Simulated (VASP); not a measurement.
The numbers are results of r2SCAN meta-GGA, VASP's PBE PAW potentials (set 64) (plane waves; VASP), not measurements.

A VASP calculation is set up with these files.

File KPOINTS:
```
Automatic mesh
0
Gamma
8 8 8
0 0 0
```

File POSCAR:
```
GaSb
1.0
  0.0000000000   3.0635876920   3.0635876920
  3.0635876920   0.0000000000   3.0635876920
  3.0635876920   3.0635876920   0.0000000000
Ga Sb
1 1
Cartesian
  0.0000000000   0.0000000000   0.0000000000
  1.5317938460   1.5317938460   1.5317938460
```

### INCAR
```
SYSTEM = GaSb
PREC = Accurate; ENCUT = 480; LREAL = .False.
LASPH = .True.
EDIFF = 1E-7; NELM = 100; ALGO = Normal
LMAXMIX = 4; LMIXTAU = .True.
ISMEAR = 0; SIGMA = 0.05
METAGGA = R2SCAN
IBRION = 2; NSW = 40; ISIF = 3
EDIFFG = -0.01; PSTRESS = 100
LWAVE = .False.; LCHARG = .False.
```

POTCAR, in this order: Ga_d Sb (PBE.64 set). Program: vasp_std.

Q: What will the output report for the number of irreducible k-points (NKPTS), number of bands (NBANDS), largest plane-wave count, number of space-group operations, FFT grid (NGX, NGY, NGZ)?

A: 
```
Property                                      Result
--------------------------------------  ------------
number of irreducible k-points (NKPTS)            29
number of bands (NBANDS)                          13
largest plane-wave count                        1387
number of space-group operations                  24
FFT grid (NGX, NGY, NGZ)                32 × 32 × 32
```

The compound is GaSb in the zinc blende structure. This run relaxes it under an external pressure of 10 GPa. Symmetry was kept, so distortions that lower it aren't found.
